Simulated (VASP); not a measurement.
Runs of VASP 6.6.1 on Bi7Sb. It takes space group R3m (No. 160, trigonal). The conventional cell has a = 9.015 Å, b = 9.015 Å, c = 11.605 Å, α = 90.00°, β = 90.00°, γ = 120.00°. Sb (site symmetry 3m) has 3 Bi at 3.02 Å as nearest neighbours. Around Bi (site symmetry m) lie 6 Bi at 3.08 to 3.42 Å. Bi (site symmetry 3m) has 6 Bi at 3.08 to 3.42 Å as nearest neighbours. Around Bi (site symmetry m) lie 1 Sb at 3.02 Å and 4 Bi at 3.09 to 3.42 Å. The cell was built by a generator and needn't be a form met in nature.

```tsv
task	level	spin	cell	k mesh	cutoff (eV)	pressure (GPa)	largest force (eV/Å)
band structure	r2SCAN	off	R3m, 34.04 Å³/atom	6 × 6 × 4	520	1.3	0.20
relaxation of cell and atoms	PBE+D3(BJ)	off	relaxed	6 × 6 × 4	600	0.0	-
band structure	PBE+D3(BJ)	off	R3m, 34.04 Å³/atom	6 × 6 × 4	520	0.0	-
band structure	PBE+D3(BJ)	SOC, no magnetisation	R3m, 34.04 Å³/atom	3 × 3 × 3	520	0.8	(a)
```

Alike in all rows: potentials or basis VASP PAW PBE potentials, release 64 (Sb, Bi_d); smearing gaussian 0.03 eV.

Fill in the values left out.

(a) 0.13.

Caveats: pairwise dispersion overbinds metals, which lowers pressure and volume (some runs); the PAW data sets were made with another functional, which shifts forces and pressure a little (some runs).
